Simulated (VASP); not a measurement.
A convergence study with VASP on Cu2O (space group no. 224 when undisturbed): one setting is varied, all else stays as given below, so the limit is that of these other settings. One atom is moved off its site, so that forces are finite.

```
CELL_PARAMETERS angstrom
      4.25719     0.00000     0.00000
      0.00000     4.25719     0.00000
      0.00000     0.00000     4.25719
ATOMIC_POSITIONS crystal
  Cu 0.75000 0.25000 0.75000
  Cu 0.25000 0.75000 0.75000
  Cu 0.75000 0.75000 0.25000
  Cu 0.25678 0.25678 0.25678
  O  0.00000 0.00000 0.00000
  O  0.50000 0.50000 0.50000
```

Calculation: PBEsol GGA, VASP's PBE PAW potentials (set 64) (plane waves; VASP). The tightest run used: 400 eV cut-off, 12×12×12 Γ-centred mesh, Fermi-Dirac smearing of 0.010 eV, potentials Cu O.

Gaps are read on the run's mesh, which can miss a band edge.

Q: The settings run are 2×2×2 mesh; 3×3×3 mesh; 4×4×4 mesh; 5×5×5 mesh; 7×7×7 mesh; 8×8×8 mesh; 9×9×9 mesh; 10×10×10 mesh; 11×11×11 mesh; 12×12×12 mesh. From which on does the energy per atom stay within 0.005 eV/atom of the tightest run?

A: From 4×4×4 mesh on: it is off by 0.0022 there and by no more than 0.005 in any finer run, while 3×3×3 mesh is off by 0.0072.
```tsv
setting	E (eV/atom)	pressure (GPa)	largest force (eV/Å)	gap on the mesh (eV)	irreducible k-points	difference judged (eV/atom)
2×2×2 mesh	-4.9222	-3.15	1.250	0.506	4	0.0711
3×3×3 mesh	-4.9862	-4.99	1.272	0.504	6	0.0072
4×4×4 mesh	-4.9912	-4.93	1.269	0.504	13	0.0022
5×5×5 mesh	-4.9920	-5.06	1.270	0.504	19	0.0014
7×7×7 mesh	-4.9933	-5.06	1.270	0.504	44	0.0001
8×8×8 mesh	-4.9932	-5.07	1.270	0.504	65	0.0001
9×9×9 mesh	-4.9933	-5.07	1.270	0.504	85	0.0000
10×10×10 mesh	-4.9933	-5.09	1.270	0.504	116	0.0001
11×11×11 mesh	-4.9932	-5.08	1.270	0.504	146	0.0001
12×12×12 mesh	-4.9933	-5.07	1.270	0.504	189	0.0000
```

Left out are rungs that failed or repeat a setting and relaxations that didn't move; long series are thinned to 24 rows.

The structure is a typed Cu2O crystal (space group no. 224). The cell was not relaxed at this level, it is distorted from the ideal structure.
